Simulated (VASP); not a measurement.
Crystal: MgSn6N.

```
Mg Sn N
1.0
     0.00000    4.83451    4.83451
     4.83451    0.00000    4.83451
     4.83451    4.83451    0.00000
Mg Sn N
1 6 1
Direct
  0.00000 0.00000 0.00000
  0.73392 0.26608 0.26608
  0.26608 0.73392 0.73392
  0.26608 0.73392 0.26608
  0.73392 0.26608 0.73392
  0.26608 0.26608 0.73392
  0.73392 0.73392 0.26608
  0.50000 0.50000 0.50000
```

The cell was built by a generator and needn't be a form met in nature.

| Item | Value |
| --- | --- |
| Program | VASP 6.6.1 |
| Task | relaxation of cell and atoms |
| Functional | PBE |
| Potentials or basis | VASP PAW PBE potentials, release 64 (Mg, Sn_d, N) |
| Cutoff | 520 eV |
| k mesh | 3 × 3 × 3 |
| Occupations | gaussian, width 0.15 eV |
| Spin | no spin polarisation |

At the start: pressure 8.4 GPa; volume 28.25 Å³/atom.

Q: Where does the relaxation end?

A: Over 9 steps the energy falls by 173.5 meV/atom and the volume is 35.92 Å³/atom (+27.2 %); space group Fm-3m (No. 225, to 0.05 Å).

Step by step:
```tsv
step	energy change (eV)	largest force (eV/Å)	pressure (GPa)	volume (Å³)
1	0.0000	0.5891	8.41	225.99
2	-1.1364	0.8098	-0.65	278.05
3	-1.1382	0.8471	-0.53	275.15
4	-1.1375	0.8531	-0.22	274.11
5	-1.2979	0.4346	0.02	275.52
6	-1.3625	0.1464	0.97	277.44
7	-1.3648	0.0213	0.82	277.04
8	-1.3650	0.0650	0.90	277.17
9	-1.3883	0.0124	0.15	287.38
```

Final structure:
```
Mg Sn N
1.0
     0.00000    5.23772    5.23772
     5.23772    0.00000    5.23772
     5.23772    5.23772    0.00000
Mg Sn N
1 6 1
Cartesian
  10.4754 5.2377 5.2377
  2.9222 5.2377 5.2377
  7.5532 5.2377 5.2377
  5.2377 2.9222 5.2377
  5.2377 7.5532 5.2377
  5.2377 5.2377 2.9222
  5.2377 5.2377 7.5532
  5.2377 5.2377 5.2377
```

Caveat: the k mesh is coarse (spacing up to 0.38 Å⁻¹), so the values aren't converged; the volume moved by over 15 % at a fixed basis, so the end points are rough.
